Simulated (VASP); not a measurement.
An input for Ansatz (written as the equivalent of a VASP run, and not itself run):

Ansatz 0.2 input:
```yaml
crystal:
  lattice:
    - [1.8048239, -3.1261436, 0.0000000]
    - [1.8048239, 3.1261436, 0.0000000]
    - [0.0000000, 0.0000000, 8.1935642]
  atoms:
    - { symbol: Ag, position: [0.6666670, 0.3333330, 0.5368438] }
    - { symbol: Ag, position: [0.3333330, 0.6666670, 0.0368438] }
    - { symbol: I, position: [0.6666670, 0.3333330, 0.8381562] }
    - { symbol: I, position: [0.3333330, 0.6666670, 0.3381562] }
kpoints:
  mp_grid: { grid: [10, 10, 4] }
hamiltonian:
  xc: lda
  pseudopotentials: { kind: paw }
scf:
  occupations: { method: methfessel_paxton, width: 0.1 }
  max_iter: 100
relax:
  max_steps: 40
  f_tol: 0.02
  cell: { p_target: 20 }
output: { forces: true, stress: true, eigenvalues: true }
```

Question: Write the VASP files for the same calculation (LDA).

Answer: One answer among several that fit: 
### INCAR
```
! general
SYSTEM  = AgI
PREC    = Accurate
ENCUT   = 500
LREAL   = .FALSE.   ! projection in real space or not
LASPH   = .TRUE.   ! aspherical one-centre terms

! electronic loop
EDIFF   = 1E-6   ! SCF stop (eV)
NELM    = 100   ! most electronic steps
ALGO    = Normal
LMAXMIX = 4   ! l cut-off of mixed one-centre charges

! smearing
ISMEAR  = 1   ! Methfessel-Paxton
SIGMA   = 0.1

! ions
IBRION  = 2   ! conjugate gradients
NSW     = 40
ISIF    = 3   ! ions, shape and volume
EDIFFG  = -0.02
PSTRESS = 200   ! kbar

! output
LWAVE   = .FALSE.
LCHARG  = .FALSE.
```

File POSCAR:
```
AgI
1.0
  1.8048238783  -3.1261435650   0.0000000000
  1.8048238783   3.1261435650   0.0000000000
  0.0000000000   0.0000000000   8.1935642312
Ag I
2 2
direct
  0.6666670000   0.3333330000   0.5368437687
  0.3333330000   0.6666670000   0.0368437687
  0.6666670000   0.3333330000   0.8381562313
  0.3333330000   0.6666670000   0.3381562313
```

### KPOINTS
```
K-points
0
Gamma
10 10 4
0 0 0
```

POTCAR, in this order: Ag I (LDA.64 set). Program: vasp_std.

What does not carry over: each code has its own PAW files, so the cut-off isn't converted (ENCUT is set for VASP's; basis.ecutwfc is left out, and Ansatz then takes the one that its files recommend); Ansatz stops its SCF on the density residual and VASP on the energy change (EDIFF); Ansatz's lda is the Perdew-Wang form, while the LDA potentials of VASP carry Perdew-Zunger's.

The compound is AgI in the wurtzite structure. This run relaxes it under an external pressure of 20 GPa. Symmetry was kept, so distortions that lower it aren't found.
